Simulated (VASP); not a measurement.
Runs of VASP 6.6.1 on CClH3. The cell holds a molecule in a box, 5 atoms: a = 12.767 Å, b = 13.267 Å, c = 13.767 Å, α = 90.00°, β = 90.00°, γ = 90.00°. 

```csv
level,cutoff (eV),gap on the mesh (eV),largest force (eV/Å)
PBEsol,400,6.26,(a)
r2SCAN+rVV10,400,(b),0.24
PBE,400,6.23,0.06
PBE+D3,400,6.23,0.05
PBE+D3(BJ),520,6.23,0.04
```

Alike in all rows: task single point; potentials or basis VASP PAW PBE potentials, release 64 (C, Cl, H); no spin polarisation; cell as given; k mesh 1 × 1 × 1; smearing gaussian 0.01 eV.

Task: Estimate the missing entries.

Result: (a) 0.36; (b) 7.02.

Caveats: the PAW data sets were made with another functional, which shifts forces and pressure a little (some runs).

